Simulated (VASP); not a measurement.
# PtB (relaxed from the NiAs type structure, space group P6_3/mmc): computed properties

Calculation: PBE GGA, VASP's PBE PAW potentials (set 64) (plane waves; VASP).

| Property | Result |
|---|---|
| space group | P6_3/mmc (194) |
| cell | a = 3.220 Å, b = 3.220 Å, c = 5.259 Å, α = 90.00°, β = 90.00°, γ = 120.00° |
| volume per atom | 11.80 Å³/atom |
| band gap (over mesh and band path) | none (metal, semimetal or under 0.01 eV) |
| density | 14.48 g/cm³ |

```cif
data_B2Pt2
_chemical_formula_sum 'Pt2 B2'
_space_group_name_H-M_alt 'P 1'
_space_group_IT_number 1
_cell_length_a 3.21954
_cell_length_b 3.21954
_cell_length_c 5.25948
_cell_angle_alpha 90.000
_cell_angle_beta 90.000
_cell_angle_gamma 120.000
loop_
_space_group_symop_operation_xyz
  'x, y, z'
loop_
_atom_site_label
_atom_site_type_symbol
_atom_site_fract_x
_atom_site_fract_y
_atom_site_fract_z
_atom_site_occupancy
Pt1 Pt 0.00000 0.00000 0.00000 1
Pt2 Pt 0.00000 0.00000 0.50000 1
B1 B 0.33333 0.66667 0.25000 1
B2 B 0.66667 0.33333 0.75000 1
```

Unless said otherwise, spin-orbit coupling is left out, though it shifts the bands of the heavy elements here.

The structure was generated: PtB was put into the NiAs type type (P6_3/mmc), which need not be its known phase. It was relaxed first, which changed the volume by -9 %. Symmetry was kept, so distortions that lower it aren't found.
